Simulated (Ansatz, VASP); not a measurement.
# Mg11Si13O37 in two plane-wave programs

Wanted: the spread between two codes on one cell, functional and k mesh. Of the first pair: The structure shown is frame 232 of Ansatz's trajectory.

Program: Ansatz 0.2.0. Level of theory: plane waves, with VASP 6.6.1 beside it; single point at revPBE. Results are calculated unless marked as measured.

### Step 1. The structure

The cell holds 61 atoms: 13 Si, 11 Mg and 37 O. Its edges and angles: a = 9.545 Å, b = 9.545 Å, c = 9.545 Å, α = 90.0°, β = 90.0°, γ = 90.0°. As first built, before any earlier steps moved the atoms (in the runner's words): 61 atoms (13 Si, 11 Mg, 37 O) placed at random at 2.48 g/cm^3, melted at 4000 K for 10 ps at fixed volume with the Morse and Coulomb pair potential with partial charges (Pedone, Malavasi, Menziani, Cormack and Segre, J. Phys. Chem. B 110, 11780 (2006)). Snapshot at the end of a hold of 10 ps at 1800 K and zero pressure.

### Step 2. Ansatz: dynamics, revPBE

Ansatz runs on its default PAW (the set named soft_2) files.

One frame of this run of dynamics is then solved in both programs, so the motion causes no difference.

Contents of input.yaml:

```yaml
crystal:
  lattice:
    - [9.54549, 0.0, 0.0]
    - [0.0, 9.54549, 0.0]
    - [0.0, 0.0, 9.54549]
  atoms:
    - { symbol: Si, position: [0.79013, 0.91674, 0.71965] }
    - { symbol: Si, position: [0.48276, 0.22589, 0.50117] }
    - { symbol: Si, position: [0.81597, 0.16125, 0.47771] }
    - { symbol: Si, position: [0.47719, 0.57956, 0.88851] }
    - { symbol: Si, position: [0.02078, 0.86282, 0.00132] }
    - { symbol: Si, position: [0.63083, 0.55226, 0.1502] }
    - { symbol: Si, position: [0.84854, 0.69, 0.47926] }
    - { symbol: Si, position: [0.86675, 0.26959, 0.89981] }
    - { symbol: Si, position: [0.28743, 0.85612, 0.47479] }
    - { symbol: Si, position: [0.93339, 0.56053, 0.0818] }
    - { symbol: Si, position: [0.09107, 0.33741, 0.32093] }
    - { symbol: Si, position: [0.16692, 0.56057, 0.52853] }
    - { symbol: Si, position: [0.80037, 0.93986, 0.23678] }
    - { symbol: Mg, position: [0.14358, 0.43581, 0.86485] }
    - { symbol: Mg, position: [0.16588, 0.02337, 0.2088] }
    - { symbol: Mg, position: [0.43675, 0.88998, 0.79191] }
    - { symbol: Mg, position: [0.46849, 0.57151, 0.44756] }
    - { symbol: Mg, position: [0.12974, 0.12838, 0.64541] }
    - { symbol: Mg, position: [0.66871, 0.1954, 0.17304] }
    - { symbol: Mg, position: [0.49502, 0.26784, 0.80389] }
    - { symbol: Mg, position: [0.37568, 0.74758, 0.13436] }
    - { symbol: Mg, position: [0.59425, 0.00511, 0.97767] }
    - { symbol: Mg, position: [0.38182, 0.23728, 0.18144] }
    - { symbol: Mg, position: [0.66446, 0.44812, 0.63979] }
    - { symbol: O, position: [0.4595, 0.38615, 0.48658] }
    - { symbol: O, position: [0.44234, 0.14527, 0.36744] }
    - { symbol: O, position: [0.76763, 0.09414, 0.31462] }
    - { symbol: O, position: [0.16198, 0.51739, 0.68029] }
    - { symbol: O, position: [0.02994, 0.45562, 0.21421] }
    - { symbol: O, position: [0.6112, 0.56054, 0.98584] }
    - { symbol: O, position: [0.00292, 0.2452, 0.80228] }
    - { symbol: O, position: [0.7947, 0.59685, 0.16026] }
    - { symbol: O, position: [0.67742, 0.22676, 0.53551] }
    - { symbol: O, position: [0.01275, 0.65329, 0.45319] }
    - { symbol: O, position: [0.58709, 0.36572, 0.18026] }
    - { symbol: O, position: [0.18171, 0.42316, 0.43725] }
    - { symbol: O, position: [0.90945, 0.91382, 0.86124] }
    - { symbol: O, position: [0.51421, 0.6343, 0.22684] }
    - { symbol: O, position: [0.92537, 0.44226, 0.97919] }
    - { symbol: O, position: [0.34253, 0.46605, 0.96878] }
    - { symbol: O, position: [0.15956, 0.22218, 0.23305] }
    - { symbol: O, position: [0.1715, 0.90382, 0.0127] }
    - { symbol: O, position: [0.31083, 0.88841, 0.28578] }
    - { symbol: O, position: [0.52061, 0.53972, 0.73086] }
    - { symbol: O, position: [0.73415, 0.58105, 0.47931] }
    - { symbol: O, position: [0.94615, 0.95296, 0.1467] }
    - { symbol: O, position: [0.83165, 0.82245, 0.36493] }
    - { symbol: O, position: [0.8295, 0.77073, 0.62413] }
    - { symbol: O, position: [0.75156, 0.32842, 0.78108] }
    - { symbol: O, position: [0.28182, 0.67025, 0.46185] }
    - { symbol: O, position: [0.0118, 0.70468, 0.03734] }
    - { symbol: O, position: [0.16879, 0.94207, 0.49777] }
    - { symbol: O, position: [0.85616, 0.03354, 0.60295] }
    - { symbol: O, position: [0.39365, 0.183, 0.66542] }
    - { symbol: O, position: [0.94741, 0.25192, 0.41498] }
    - { symbol: O, position: [0.67462, 0.90189, 0.13884] }
    - { symbol: O, position: [0.77765, 0.1784, 0.9926] }
    - { symbol: O, position: [0.41205, 0.8547, 0.58916] }
    - { symbol: O, position: [0.63546, 0.90963, 0.79549] }
    - { symbol: O, position: [0.46183, 0.15405, 0.9665] }
    - { symbol: O, position: [0.43236, 0.73658, 0.91574] }
kpoints:
  mp_grid: { grid: [1, 1, 1] }
hamiltonian:
  xc: revpbe
scf:
  occupations: { method: fermi_dirac, width: 0.078 }
output:
  forces: true
md:
  timestep: 1.0
  n_steps: 696
  ensemble: nvt_langevin
  temperature: 900
  initial_velocities: maxwell_boltzmann
  seed: 1667
```

Run with:

```bash
$ ansatz run input.yaml --threads 4 --pin off --max-ram 8192MiB --backend cpu --events-out ev --progress --plain --runs-dir out
```

Numbers of over 12 decimals in the logs are rounded to 6 here.

The program printed:

```text
Warning: md: disabling space-group detection — thermal motion breaks the input geometry's symmetry, so no spatial operation reduces the k-mesh or symmetrises the density; time reversal is kept, so that k and −k are solved as one point where they differ and the mesh holds both, and exact exchange and, on two spinor components, a DFT+U term hold to it where the run has them: on two components no moment then forms, and  [...]
Engine: ansatz 0.2.0, aarch64-unknown-linux-gnu
Pseudopotentials: kind: paw
Pseudopotential: Si, paw, valence charge 4, recommended cutoff 420 eV (normal), Si.paw.azcp
Pseudopotential: Mg, paw, valence charge 10, recommended cutoff 420 eV (normal), Mg.paw.azcp
Pseudopotential: O, paw, valence charge 6, recommended cutoff 420 eV (normal), O.paw.azcp
Functional definition: revPBE
  parameter kappa = 1.245
  parameter beta = 0.066725
  exchange = pbe_x(kappa = kappa, mu = beta*pi^2/3)
  correlation = pbe_c(beta = beta)
Crystal: 61 atoms, lattice volume = 869.750 Å³
Basis set: ecut = 420 eV, 17071 PW (Γ), exchange–correlation on 128×128×128 points (8 copies of the dense FFT grid, shifted against one another)
Bands: 253, of which v1, the nominal top of the filled ones, is band 192 counted from 1 (191 counted from 0)
Symmetry: 1 space group operations
k-points: 1
Non-local potential: Si, projectors of the file, l = 0: 2, l = 1: 2, l = 2: 2
Non-local potential: Mg, projectors of the file, l = 0: 3, l = 1: 2, l = 2: 1
Non-local potential: O, projectors of the file, l = 0: 2, l = 1: 2, l = 2: 1
PAW form: soft (Blöchl's): semilocal exchange-correlation on the pseudo side does not see the compensation charge
PAW frozen core: Si, regenerated for the run's functional, and the local potential with it (the file was generated under x = pbe(κ = 0.804, μ = 0.219515), c = pbe(β = 0.066725))
PAW frozen core: Mg, regenerated for the run's functional, and the local potential with it (the file was generated under x = pbe(κ = 0.804, μ = 0.219515), c = pbe(β = 0.066725))
PAW frozen core: O, regenerated for the run's functional, and the local potential with it (the file was generated under x = pbe(κ = 0.804, μ = 0.219515), c = pbe(β = 0.066725))
PAW one-centre angular grid: Si, 110 points (default); XC on 64 Gauss nodes
PAW one-centre angular grid: Mg, 110 points (default); XC on 64 Gauss nodes
PAW one-centre angular grid: O, 110 points (default); XC on 64 Gauss nodes
Initial density: superposition of atomic densities (neutral atoms: chi_scale 0, normalization atom), corrected by the library's trained network
Initial wavefunctions: pseudopotential atomic-orbital guess
Functional: x = revpbe(κ = 1.245, μ = 0.219515), c = pbe(β = 0.066725)
SCF iter   1: F=—  HF=-50571.457809 eV  |F-HF|=—  |Δ(HF+E_count)|=         —  Δρ=4.37e-3  dr2=1.96e-1  ethr=1.77e-3  ⟨swp⟩=5.0  Hψ=1052  notcnv=0  defer=52
preconditioner: auto → Resta (q_TF=auto, 2.381 Å⁻¹)  ε∞=3.2  [insulator: Δε(μ)=2.278 eV  Ē_g=14.711 eV  σ=0.078 eV  W_gap=1.00  n_scr=202 (ndim 8)  ℏωp=21.7 eV  f_vac=0.153  D(μ)=0.00/eV (n_scr^D=0)  ε∞_Penn≈3.2]
SCF iter   2: F=—  HF=-50571.437413 eV  |F-HF|=—  |Δ(HF+E_count)|=   2.04e-2  Δρ=2.31e-3  dr2=3.56e-2  ethr=5.10e-5  ⟨swp⟩=2.0  Hψ=437  notcnv=0  defer=52
SCF iter   3: F=—  HF=-50571.440240 eV  |F-HF|=—  |Δ(HF+E_count)|=   2.83e-3  Δρ=9.77e-4  dr2=1.24e-2  ethr=9.28e-6  ⟨swp⟩=2.0  Hψ=347  notcnv=0  defer=52
SCF iter   4: F=—  HF=-50571.443430 eV  |F-HF|=—  |Δ(HF+E_count)|=   3.19e-3  Δρ=4.70e-4  dr2=1.83e-3  ethr=3.23e-6  ⟨swp⟩=2.0  Hψ=327  notcnv=0  defer=52
SCF iter   5: F=—  HF=-50571.443646 eV  |F-HF|=—  |Δ(HF+E_count)|=   2.16e-4  Δρ=1.97e-4  dr2=3.55e-4  ethr=4.76e-7  ⟨swp⟩=2.0  Hψ=318  notcnv=0  defer=52
SCF iter   6: F=—  HF=-50571.443932 eV  |F-HF|=—  |Δ(HF+E_count)|=   2.87e-4  Δρ=8.33e-5  dr2=6.46e-5  ethr=9.24e-8  ⟨swp⟩=2.0  Hψ=318  notcnv=0  defer=52
SCF iter   7: F=—  HF=-50571.444134 eV  |F-HF|=—  |Δ(HF+E_count)|=   2.02e-4  Δρ=3.51e-5  dr2=1.15e-5  ethr=1.68e-8  ⟨swp⟩=2.0  Hψ=389  notcnv=0  defer=52
SCF iter   8: F=—  HF=-50571.445552 eV  |F-HF|=—  |Δ(HF+E_count)|=   1.42e-3  Δρ=1.26e-5  dr2=1.75e-6  ethr=3.00e-9  ⟨swp⟩=2.0  Hψ=370  notcnv=0  defer=52
SCF iter   9: F=—  HF=-50571.445557 eV  |F-HF|=—  |Δ(HF+E_count)|=   4.30e-6  Δρ=1.12e-5  dr2=9.71e-7  ethr=4.56e-10  ⟨swp⟩=2.0  Hψ=349  notcnv=0  defer=52
SCF iter  10: F=—  HF=-50571.445557 eV  |F-HF|=—  |Δ(HF+E_count)|=   1.99e-7  Δρ=2.83e-6  dr2=8.72e-8  ethr=2.53e-10  ⟨swp⟩=2.0  Hψ=332  notcnv=0  defer=52
[...]
automatic band count: iteration 1 solves 222 bands in place of 253: the levels show a gap, and the empty bands left out lie too high to hold charge; the band table lists the bands solved (type scf.n_extra_bands for more)
md step   686: t =   686.00 fs  T =  1036.5 K  F+E_penalty+E_count = -50581.03959128 eV  E_kin = 8.172752 eV  (6 SCF iters)
[... from here on, the SCF cycles and remarks between the steps are left out ...]
md step   687: t =   687.00 fs  T =  1022.3 K  F+E_penalty+E_count = -50581.08305472 eV  E_kin = 8.060339 eV  (7 SCF iters)
md step   688: t =   688.00 fs  T =  1072.0 K  F+E_penalty+E_count = -50581.13321349 eV  E_kin = 8.452210 eV  (6 SCF iters)
md step   689: t =   689.00 fs  T =  1071.3 K  F+E_penalty+E_count = -50581.17791395 eV  E_kin = 8.446967 eV  (7 SCF iters)
md step   690: t =   690.00 fs  T =  1104.0 K  F+E_penalty+E_count = -50581.21612422 eV  E_kin = 8.705201 eV  (9 SCF iters)
md step   691: t =   691.00 fs  T =  1086.4 K  F+E_penalty+E_count = -50581.24649181 eV  E_kin = 8.566280 eV  (6 SCF iters)
md step   692: t =   692.00 fs  T =  1106.3 K  F+E_penalty+E_count = -50581.27207103 eV  E_kin = 8.723063 eV  (6 SCF iters)
md step   693: t =   693.00 fs  T =  1129.3 K  F+E_penalty+E_count = -50581.29765358 eV  E_kin = 8.904448 eV  (7 SCF iters)
md step   694: t =   694.00 fs  T =  1157.2 K  F+E_penalty+E_count = -50581.32168635 eV  E_kin = 9.124331 eV  (6 SCF iters)
md step   695: t =   695.00 fs  T =  1179.9 K  F+E_penalty+E_count = -50581.35006475 eV  E_kin = 9.303446 eV  (7 SCF iters)
md step   696: t =   696.00 fs  T =  1174.0 K  F+E_penalty+E_count = -50581.36903199 eV  E_kin = 9.256673 eV  (9 SCF iters)
SCF converged after 9 iterations
Free energy (F): -50581.369032 eV
Harris-Foulkes:  -50581.369032 eV  (|F-HF|=4.17e-9)
Internal energy: -50581.369031 eV  (E = F + TS)
E sigma→0 (E₀):  -50581.369032 eV
Entropy (-TS):   -0.000001 eV (-0.000 meV/atom)
Fermi energy:    4.940591 eV
--- Per-component energies (eV) ---
  E_band       = -5085.838577
  E_kinetic    = 7984.766236
  E_local      = -39189.922276  (includes V_loc(G=0)·N_el)
  E_nonlocal   = 3099.009660
  E_hartree    = 14611.180674
  E_xc         = -3806.055099
  E_vxc        = -4541.426358  (∫ρ·V_xc dr)
  E_paw        = -15836.025108  (= ΣΔE_a)
  E_vpaw       = -1660.720755  (= ΣTr[D̂ρ^β])
  E_aug_tail   = 0.092401  (compensation charges beyond the density's cutoff)
  E_ewald      = -17443.394448
  E_core_change = -1.021070  (= ΣΔE_core)
  E_smearing   = -0.000001  (= −TS)
  E_closure    = -0.000000  (closes the sum)
  Σ components = -50581.369032   (vs F -50581.369032, Δ=0.00e0)
--- Forces (eV/Å), atoms counted from 1 ---
  atom   1  Si     1.82061455     1.26767861    -1.41095654
  atom   2  Si    -0.71730054     1.33550189    -4.80919027
  atom   3  Si    -0.53434184    -1.72030785    -1.35348641
  atom   4  Si     3.94984960    -4.64587823    -2.04844097
  atom   5  Si    -1.26226975    -0.84298982     0.82553997
  atom   6  Si    -0.82834710    -0.77437853    -0.91082158
  atom   7  Si     1.20393799     0.53068211    -2.70461638
  atom   8  Si     1.56730627     1.48979249     0.78329648
  atom   9  Si    -0.25915914    -1.06747866    -1.26804573
  atom  10  Si     0.68963771     1.19969701    -2.55333270
  atom  11  Si    -0.47454785     1.37688848     0.70861752
  atom  12  Si     0.26862728    -1.23638735    -3.04922196
  atom  13  Si     1.35378525     1.57586964     3.25399347
  atom  14  Mg     0.27927647    -0.34896175     2.02740073
  atom  15  Mg    -0.83713013     0.29956845    -0.70054896
  atom  16  Mg     0.13653137    -0.08535699     0.33451922
  atom  17  Mg    -0.11097884    -0.96862636    -0.11141175
  atom  18  Mg     0.10133695     0.08101078    -0.76497863
  atom  19  Mg    -0.06467052     0.16243347     0.71850938
  atom  20  Mg     0.30826724    -0.30363471     0.07874959
  atom  21  Mg    -0.48331971     0.05620351     1.54514875
  atom  22  Mg     0.51830582    -0.50292418     0.26424572
  atom  23  Mg     2.26365184     0.06139618     0.49906109
  atom  24  Mg    -0.95586706     0.23416515    -0.24812137
[...]
atom  54  O     -1.94630669    -1.43314151     4.73095376
  atom  55  O      0.16995732     0.01777670    -0.25928616
  atom  56  O      0.12551557     0.07373794    -0.52498105
  atom  57  O     -1.96347445    -0.78210018     0.02513123
  atom  58  O      1.09860583     1.07394124     1.62739646
  atom  59  O      0.02445657    -0.94745162     0.74976305
  atom  60  O     -0.45563858    -0.59969620     0.65350902
  atom  61  O     -0.47777385     4.01507574     0.34072228
  max |Σ_I F_I| component: 5.45e-5 eV/Å
--- MD trajectory: 696 steps, t = 0.0 → 696.0 fs ---
  final state: T = 1174.0 K   F+E_penalty+E_count = -50581.36903199 eV   E_kin = 9.256673 eV
```

In the SCF lines HF is the Harris–Foulkes energy and dr2 the Hartree energy of the density residual, in eV; the loop may stop once dr2 is under the threshold and the program's other checks hold. Hψ counts applications of the Hamiltonian.

(Part 1 of 3 ends here.)

[Lines on the potential files, build, host, timing and source positions are cut from VASP's logs without a mark.]

[Logs are printed without paths, hosts, clocks, repeated set-up lines and the standing remarks that a program may print on its own settings, such as how far it seeks lower states.]

[Hosts, paths, dates, database ids (printed as entryN), source tags and the programs' standing remarks are cut or masked in the printed files.]
